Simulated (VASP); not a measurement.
These are PBE GGA, VASP's PBE PAW potentials (set 64) (plane waves; VASP) values and carry that method's errors.

VASP input:

### INCAR
```
LASPH = .True.   ! aspherical one-centre terms
LREAL = .False.
NSW = 40
EDIFF = 1E-6
LWAVE = .False.
ALGO = Normal
PREC = Accurate
IBRION = 2   ! conjugate gradients
GGA = PE
SIGMA = 0.05
PSTRESS = 300
NELM = 100   ! most electronic steps
ENCUT = 620
EDIFFG = -0.02   ! ionic stop
SYSTEM = NaF
LCHARG = .False.
ISMEAR = 0
ISIF = 3   ! ions, shape and volume
```

POSCAR:
```
NaF
1
    0.0000000000     2.1609546408     2.1609546408
    2.1609546408     0.0000000000     2.1609546408
    2.1609546408     2.1609546408     0.0000000000
Na F
1 1
Direct
  0.0000000000   0.0000000000   0.0000000000
  0.5000000000   0.5000000000   0.5000000000
```

**KPOINTS**
```
Regular mesh
0
G
 10 10 10
```

POTCAR, in this order: Na_pv F (PBE.64 set). Program: vasp_std.

Output of the run:

OUTCAR:
```
 ion  position               nearest neighbor table
   1  0.000  0.000  0.000-   2 2.16   2 2.16   2 2.16   2 2.16   2 2.16   2 2.16
   2  0.500  0.500  0.500-   1 2.16   1 2.16   1 2.16   1 2.16   1 2.16   1 2.16
  LATTYP: Found a face centered cubic cell.
 ALAT       =     4.3219092816
 Subroutine PRICEL returns:
 Original cell was already a primitive cell.
 Subroutine GETGRP returns: Found 48 space group operations
The static configuration has the point symmetry O_h .
The dynamic configuration has the point symmetry O_h .
 Subroutine INISYM returns: Found 48 space group operations
 Subroutine IBZKPT returns following result:
 Found     47 irreducible k-points:

 Following reciprocal coordinates:
            Coordinates               Weight
  0.000000  0.000000  0.000000      1.000000
  0.100000  0.000000  0.000000      8.000000
  0.200000  0.000000  0.000000      8.000000
  0.300000  0.000000  0.000000      8.000000
  0.400000  0.000000  0.000000      8.000000
  0.500000  0.000000  0.000000      4.000000
  0.100000  0.100000  0.000000      6.000000
  0.200000  0.100000  0.000000     24.000000
  0.300000  0.100000  0.000000     24.000000
...
```

File OSZICAR:
```
       N       E                     dE             d eps       ncg     rms          rms(c)
DAV:   1     0.127304698056E+03    0.12730E+03   -0.91555E+03  1040   0.184E+03
DAV:   2    -0.268455169977E+01   -0.12999E+03   -0.12036E+03  1085   0.432E+02
DAV:   3    -0.912110665706E+01   -0.64366E+01   -0.64198E+01  1175   0.945E+01
DAV:   4    -0.917902750954E+01   -0.57921E-01   -0.57915E-01  1145   0.941E+00
DAV:   5    -0.917958070121E+01   -0.55319E-03   -0.55318E-03  1184   0.936E-01    0.555E+00
DAV:   6    -0.828360840218E+01    0.89597E+00   -0.34782E+00  1315   0.214E+01    0.170E+00
DAV:   7    -0.827436326923E+01    0.92451E-02   -0.32793E-02  1061   0.276E+00    0.104E+00
DAV:   8    -0.827459175769E+01   -0.22849E-03   -0.21576E-02  1046   0.332E+00    0.104E-01
DAV:   9    -0.827510582530E+01   -0.51407E-03   -0.27342E-03  1484   0.704E-01    0.545E-02
DAV:  10    -0.827511276845E+01   -0.69432E-05   -0.32206E-04  1049   0.293E-01    0.733E-03
DAV:  11    -0.827511247276E+01    0.29569E-06   -0.11482E-05  1145   0.456E-02    0.403E-03
DAV:  12    -0.827511253319E+01   -0.60428E-07   -0.25621E-06  1070   0.169E-02
   1 F= -.44961062E+01 E0= -.44961062E+01  d E =-.449611E+01
       N       E                     dE             d eps       ncg     rms          rms(c)
DAV:   1    -0.898228545367E+01   -0.70717E+00   -0.19582E+01  1205   0.756E+01    0.792E+00
DAV:   2    -0.808125513334E+01    0.90103E+00   -0.28821E+00  1124   0.195E+01    0.235E+00
DAV:   3    -0.800755338951E+01    0.73702E-01   -0.11031E-01  1178   0.859E+00    0.113E+00
DAV:   4    -0.798101706203E+01    0.26536E-01   -0.17968E-02  1193   0.512E+00    0.150E-01
DAV:   5    -0.797992588809E+01    0.10912E-02   -0.22037E-03  1179   0.955E-01    0.344E-02
DAV:   6    -0.797979252762E+01    0.13336E-03   -0.25598E-04  1226   0.367E-01    0.186E-02
DAV:   7    -0.797979055546E+01    0.19722E-05   -0.20690E-05  1084   0.686E-02    0.596E-03
DAV:   8    -0.797979005349E+01    0.50197E-06   -0.20607E-06   819   0.389E-02
   2 F= -.45332401E+01 E0= -.45332401E+01  d E =-.371339E-01
       N       E                     dE             d eps       ncg     rms          rms(c)
DAV:   1    -0.813897125318E+01   -0.15918E+00   -0.14025E+00  1202   0.216E+01    0.205E+00
DAV:   2    -0.807782357786E+01    0.61148E-01   -0.19641E-01  1157   0.503E+00    0.599E-01
DAV:   3    -0.807271190800E+01    0.51117E-02   -0.62703E-03  1178   0.227E+00    0.283E-01
DAV:   4    -0.807089799219E+01    0.18139E-02   -0.11661E-03  1181   0.137E+00    0.323E-02
DAV:   5    -0.807082773309E+01    0.70259E-04   -0.14498E-04  1169   0.245E-01    0.859E-03
DAV:   6    -0.807081684943E+01    0.10884E-04   -0.16898E-05  1211   0.885E-02    0.466E-03
DAV:   7    -0.807081624603E+01    0.60339E-06   -0.11260E-06   544   0.157E-02
   3 F= -.45391470E+01 E0= -.45391470E+01  d E =-.430408E-01
```

File OUTCAR:
```
------------------------ aborting loop because EDIFF is reached ----------------------------------------
  FORCE on cell =-STRESS in cart. coord.  units (eV):
  Direction    XX          YY          ZZ          XY          YZ          ZX
  --------------------------------------------------------------------------------------
  Total        3.5238374      3.5238374      3.5238374      0.0000000     -0.0000000      0.0000000
  in kB      299.3347118    299.3347118    299.3347118      0.0000000     -0.0000000      0.0000000
  external PRESSURE =      -0.6652882 kB  Pullay stress =     300.0000000 kB
  volume of cell :       18.86
      direct lattice vectors                 reciprocal lattice vectors
     0.000000000  2.112741940  2.112741940    -0.236659286  0.236659286  0.236659286
     2.112741940  0.000000000  2.112741940     0.236659286 -0.236659286  0.236659286
     2.112741940  2.112741940  0.000000000     0.236659286  0.236659286 -0.236659286
  FREE ENERGIE OF THE ION-ELECTRON SYSTEM (eV)
  ---------------------------------------------------
  free  energy   TOTEN  =        -8.0708162460 eV

  energy  without entropy=       -8.0708162460  energy(sigma->0) =       -8.07081625
  enthalpy is  TOTEN    =        -4.5391469561 eV   P V=        3.5316692900

 reached required accuracy - stopping structural energy minimisation
```
(Selected blocks of OUTCAR.)

CONTCAR:
```
NaF
   1.00000000000000
     0.0000000000000000    2.1127419403576218    2.1127419403576218
     2.1127419403576218    0.0000000000000000    2.1127419403576218
     2.1127419403576218    2.1127419403576218    0.0000000000000000
  Na              F
     1     1
Direct
     0.0000000000000000    0.0000000000000000    0.0000000000000000
     0.5000000000000000    0.5000000000000000    0.5000000000000000
```

### OUTCAR
```
 val. band max:       -0.5849068175   @ k =   0.0000   0.0000   0.0000

 cond. band min:       7.5114094671   @ k =   0.0000   0.0000   0.0000


 Fermi energy:        -0.3835327376

 k-point     1 :       0.0000    0.0000    0.0000
  band No.  band energies     occupation
      1     -20.3547      2.00000
      2     -18.8109      2.00000
      3     -18.8109      2.00000
      4     -18.8109      2.00000
      5      -0.5849      2.00000
      6      -0.5849      2.00000
      7      -0.5849      2.00000
      8       7.5114      0.00000
      9      20.3720      0.00000
     10      20.3720      0.00000
     11      20.3720      0.00000

 k-point     2 :       0.1000    0.0000    0.0000
  band No.  band energies     occupation
      1     -20.4414      2.00000
      2     -18.8130      2.00000
      3     -18.8130      2.00000
      4     -18.6985      2.00000
      5      -0.8606      2.00000
      6      -0.6284      2.00000
      7      -0.6284      2.00000
      8       7.9388      0.00000
      9      18.9806      0.00000
     10      20.6100      0.00000
     11      20.6100      0.00000

 k-point     3 :       0.2000    0.0000    0.0000
  band No.  band energies     occupation
      1     -20.6277      2.00000
      2     -18.8187      2.00000
      3     -18.8187      2.00000
      4     -18.4435      2.00000
      5      -1.5042      2.00000
      6      -0.7412      2.00000
      7      -0.7412      2.00000
      8       9.0127      0.00000
      9      17.1563      0.00000
     10      21.2478      0.00000
     11      21.2479      0.00000

 k-point     4 :       0.3000    0.0000    0.0000
  band No.  band energies     occupation
      1     -20.8107      2.00000
      2     -18.8256      2.00000
      3     -18.8256      2.00000
      4     -18.1728      2.00000
      5      -2.1938      2.00000
      6      -0.8775      2.00000
      7      -0.8775      2.00000
      8      10.3368      0.00000
      9      15.7743      0.00000
...
```

Energy and stress use the plane-wave basis of the starting cell.

The compound is NaF in the rock salt structure. This run relaxes it under an external pressure of 30 GPa. Symmetry was kept, so distortions that lower it aren't found.
